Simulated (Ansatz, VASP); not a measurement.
# CsSrF3 in VASP and in Ansatz

```
CELL_PARAMETERS angstrom
4.76325 0.00000 0.00000
0.00000 4.76325 0.00000
0.00000 0.00000 4.76325
ATOMIC_POSITIONS crystal
Cs 0.00000 0.00000 0.00000
Sr 0.50000 0.50000 0.50000
F 0.00000 0.50000 0.50000
F 0.50000 0.00000 0.50000
F 0.50000 0.50000 0.00000
```

The cell comes from a database or a generator and needn't be the stable form of this composition.

Alike in both runs: task single point; functional LDA; k mesh 6 × 6 × 6; occupations gaussian, width 0.05 eV; no spin polarisation.

|  | VASP | Ansatz |
| --- | --- | --- |
| version | VASP 6.6.1 | Ansatz 0.2.0 |
| potentials or method | VASP PAW LDA potentials, release 64 (Cs_sv, Sr_sv, F) | scalar-relativistic, plane waves, PAW |
| plane-wave cutoff (eV) | 520 | 420 |
| valence electrons in the cell | 40 | 40 |

```tsv
	VASP	Ansatz	Ansatz less VASP
gap on the k mesh at the Fermi level (eV)	6.03	6.06	+0.024
least direct gap on the mesh (eV)	6.03	6.06	+0.024
pressure (GPa)	-3.0	-3.3	-0.24
```

Caveats: spin-orbit coupling is left out, which moves the levels of the heavy elements. A k mesh can miss the band edges. As with any semilocal functional, this LDA gap is likely too small.
